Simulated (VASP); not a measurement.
# Mg6FeBi (Amm2) in VASP: density of states with PBEsol+D3

Aim: the density of states of Mg6FeBi with PBEsol+D3.

All numbers are computed with VASP 6.6.1; they aren't measurements. Logs are shortened: lines on timing, memory, paths and dates and some standing lists are left out, and cuts for length are marked.

## Step 1: The undisturbed crystal

The structure is orthorhombic, space group Amm2 (No. 38). The conventional cell has a = 5.005 Å, b = 6.329 Å, c = 10.930 Å, α = 90.00°, β = 90.00°, γ = 90.00°. Bi (site symmetry mm2) has 10 Mg at 3.04 to 3.27 Å and 2 Fe at 3.16 Å as nearest neighbours. Fe (site symmetry mm2) has 8 Mg at 2.92 to 3.17 Å and 2 Bi at 3.16 Å as nearest neighbours. Mg (site symmetry mm2) has 10 Mg at 3.08 to 3.18 Å and 2 Bi at 3.16 Å as nearest neighbours. Around Mg (site symmetry m) lie 2 Fe at 3.01 Å and 8 Mg at 3.01 to 3.32 Å and 2 Bi at 3.04 to 3.27 Å. Mg (site symmetry mm2) is surrounded by 10 Mg at 3.09 to 3.18 Å and 2 Fe at 3.17 Å. Around Mg (site symmetry m) lie 1 Fe at 2.92 Å and 8 Mg at 3.00 to 3.33 Å and 2 Bi at 3.18 Å.

The cell comes from a database or a generator and needn't be the stable form of this composition.

## Step 2: Density of states, PBEsol+D3, collinear spin, ferromagnetic start (volume scaled by 0.8)

The input, run.py:

```python
from ase.calculators.vasp import Vasp
from ase.dft.dos import DOS
from ase.io import read

atoms = read('Mg6FeBi.xyz')
atoms.set_initial_magnetic_moments([0.0, 3.0, 0.0, 0.0, 0.0, 0.0, 0.0, 0.0])
calc = Vasp(
    directory='calc',
    xc='pbesol',
    pp='PBE',
    setups='recommended',
    prec='Accurate',
    encut=520,
    ediff=1e-07,
    ismear=1,
    sigma=0.2,
    lreal=False,
    lasph=True,
    nelm=120,
    algo='Normal',
    isif=2,
    lwave=False,
    lcharg=False,
    ispin=2,
    lorbit=11,
    lmaxmix=4,
    ivdw=11,
    kpts=[6, 5, 5],
    gamma=True,
    nbands=32,
)
atoms.calc = calc

print('energy (eV):', atoms.get_potential_energy())
print('free energy (eV):', atoms.get_potential_energy(force_consistent=True))
print('forces (eV/A):')
print(atoms.get_forces())
print('stress (eV/A^3, Voigt):', atoms.get_stress())
print('Fermi level (eV):', calc.get_fermi_level())
print('moment (muB):', atoms.get_magnetic_moment())
print('site moments (muB):', atoms.get_magnetic_moments())
dos = DOS(calc, width=0.05, window=(-10, 10), npts=201)
print('E - E_F (eV), DOS (1/eV)')
for e, g in zip(dos.get_energies(), dos.get_dos()):
    print(f'{e:8.3f} {g:10.4f}')
```

The input, Mg6FeBi.xyz:

```xyz
8
Lattice="4.6462090711 0.0000000000 0.0000000000 0.0000000000 2.9378653385 5.0731201324 0.0000000000 -2.9378653385 5.0731201324" Properties=species:S:1:pos:R:3 pbc="T T T"
Bi     2.3231045356      0.0000000000      6.8058443136
Fe     0.0000000000      0.0000000000      8.5981269252
Mg     2.3231045356      0.0000000000      1.7093066587
Mg     2.3231045356      1.5407928554      4.1867039979
Mg     2.3231045356     -1.5407928554      4.1867039979
Mg     0.0000000000      0.0000000000      3.3883876676
Mg     0.0000000000      1.5473149165      5.8549386760
Mg     0.0000000000     -1.5473149165      5.8549386760
```

Potentials or basis: VASP PAW PBE potentials, release 64 (Bi_d, Fe, Mg).

Run with:

```console
python run.py
```

Standard output:

```text
energy (eV): -23.608777160000002
free energy (eV): -23.60796059
forces (eV/A):
[[ 0.         -0.          0.02295289]
 [ 0.         -0.         -0.23286747]
 [ 0.         -0.          0.05024768]
 [ 0.         -0.05663015  0.00540951]
 [ 0.          0.05663015  0.00540951]
 [ 0.         -0.          0.02190021]
 [ 0.         -0.12603126  0.06347384]
 [ 0.          0.12603126  0.06347384]]
stress (eV/A^3, Voigt): [-0.05910983 -0.06394483 -0.05683986 -0.         -0.         -0.        ]
Fermi level (eV): 5.59292583
moment (muB): 1.4905417
site moments (muB): [-0.038  1.822  0.005 -0.02  -0.02  -0.013 -0.012 -0.012]
E - E_F (eV), DOS (1/eV)
 -10.000     0.0000
  -9.900     0.0000
  -9.800     0.0000
  -9.700     0.0000
  -9.600     0.0000
  -9.500     0.0000
[... 193 lines left out ...]
   9.900     0.0000
  10.000     0.0000
```

Wall time 4.8 min (1 thread of Intel Xeon Platinum 8488C (Sapphire Rapids), shared host); peak memory 0.52 GiB.

Results:

```
Free energy                                           : -23.6080 eV
Pressure                                              : 9.6 GPa
Largest force                                         : 0.233 eV/Å
Band gap on the k mesh                                : none (metal or under the smearing width)
Net moment                                            : 1.49 μB per cell
Site moments                                          : Bi -0.04; Fe +1.82; Mg +0.01, -0.02, -0.01 μB
Valence electrons inside the program's atomic spheres : Bi 13.09; Fe 7.02; Mg 0.44, 0.43, 0.42
Dispersion energy per atom                            : -0.252 eV
```

Forces in eV/Å, atoms in the order of the input:
```
Bi   0.000  0.000  0.023
Fe   0.000  0.000 -0.233
Mg   0.000  0.000  0.050
Mg   0.000 -0.057  0.005
Mg   0.000  0.057  0.005
Mg   0.000  0.000  0.022
Mg   0.000 -0.126  0.063
Mg   0.000  0.126  0.063
```

Levels at points of the mesh, in eV from the Fermi level:
Spin up:
| k point | band 14 | band 15 | band 16 | band 17 | band 18 | band 19 | band 20 | band 21 | band 22 | band 23 |
| --- | --- | --- | --- | --- | --- | --- | --- | --- | --- | --- |
| (0.00, 0.00, 0.00) | -1.92 | -1.83 | -1.67 | -1.32 | -1.16 | -0.10 | 1.80 | 2.95 | 3.10 | 3.21 |
| (0.50, 0.00, 0.00) | -1.99 | -1.93 | -1.56 | -1.27 | -0.86 | -0.85 | -0.17 | -0.06 | 0.72 | 0.74 |
Spin down:
| k point | band 15 | band 16 | band 17 | band 18 | band 19 | band 20 |
| --- | --- | --- | --- | --- | --- | --- |
| (0.00, 0.00, 0.00) | -0.67 | -0.45 | 0.09 | 0.24 | 0.74 | 2.07 |
| (0.50, 0.00, 0.00) | -1.37 | -1.06 | -0.89 | -0.63 | -0.54 | 0.48 |

States per cell in windows of 1 eV (zero at the Fermi level; states under -8 eV left out):
| from (eV) | up | down | Fe2_d_up | Fe2_d_down | Bi1_p_down | Bi1_p_up | Fe2_p_up | Fe2_p_down |
| --- | --- | --- | --- | --- | --- | --- | --- | --- |
| -8.0 | 0.04 | 0.06 | 0.00 | 0.00 | 0.00 | 0.00 | 0.00 | 0.00 |
| -7.0 | 1.02 | 1.02 | 0.01 | 0.00 | 0.09 | 0.09 | 0.01 | 0.01 |
| -6.0 | 0.92 | 0.92 | 0.01 | 0.01 | 0.14 | 0.13 | 0.01 | 0.01 |
| -5.0 | 1.08 | 1.04 | 0.04 | 0.02 | 0.17 | 0.17 | 0.01 | 0.01 |
| -4.0 | 1.33 | 1.17 | 0.12 | 0.03 | 0.12 | 0.14 | 0.02 | 0.02 |
| -3.0 | 1.91 | 1.29 | 0.65 | 0.08 | 0.15 | 0.12 | 0.03 | 0.02 |
| -2.0 | 4.40 | 1.86 | 2.78 | 0.35 | 0.09 | 0.10 | 0.04 | 0.03 |
| -1.0 | 1.49 | 3.26 | 0.44 | 1.68 | 0.10 | 0.07 | 0.03 | 0.03 |
| 0.0 | 1.34 | 2.21 | 0.21 | 1.17 | 0.04 | 0.07 | 0.03 | 0.02 |
| 1.0 | 1.61 | 1.83 | 0.15 | 0.56 | 0.05 | 0.06 | 0.04 | 0.03 |
| 2.0 | 1.95 | 2.15 | 0.11 | 0.30 | 0.07 | 0.07 | 0.05 | 0.05 |
| 3.0 | 1.71 | 1.91 | 0.06 | 0.16 | 0.08 | 0.08 | 0.05 | 0.05 |
| 4.0 | 1.85 | 1.80 | 0.07 | 0.11 | 0.08 | 0.08 | 0.05 | 0.04 |
| 5.0 | 1.83 | 1.88 | 0.06 | 0.09 | 0.09 | 0.09 | 0.05 | 0.05 |
| 6.0 | 1.76 | 1.82 | 0.05 | 0.07 | 0.08 | 0.08 | 0.05 | 0.05 |
| 7.0 | 1.39 | 1.40 | 0.03 | 0.04 | 0.07 | 0.07 | 0.04 | 0.04 |

Caveat: the PAW data sets were made with another functional, which shifts forces and pressure a little; spin-orbit coupling is left out, which moves the levels of the heavy elements; pairwise dispersion overbinds metals, which lowers pressure and volume.

## Step 3: For comparison

An earlier run on the cell as given: functional PBE; potentials or basis VASP PAW PBE potentials, release 64 (Bi_d, Fe, Mg); cutoff 520 eV; k mesh 6 × 5 × 5; occupations fermi-dirac, width 0.05 eV; collinear spin, ferromagnetic start; starting moments [0.0, 3.0, 0.0, 0.0, 0.0, 0.0, 0.0, 0.0] μB.

- Pressure: 0.0 GPa
- Largest force: 0.132 eV/Å
- Band gap on the k mesh: none (metal or under the smearing width)
- Net moment: 2.47 μB per cell
- Site moments: Bi -0.01; Fe +2.66; Mg +0.01, -0.01 μB
- Valence electrons inside the program's atomic spheres: Bi 12.92; Fe 6.75; Mg 0.36, 0.35
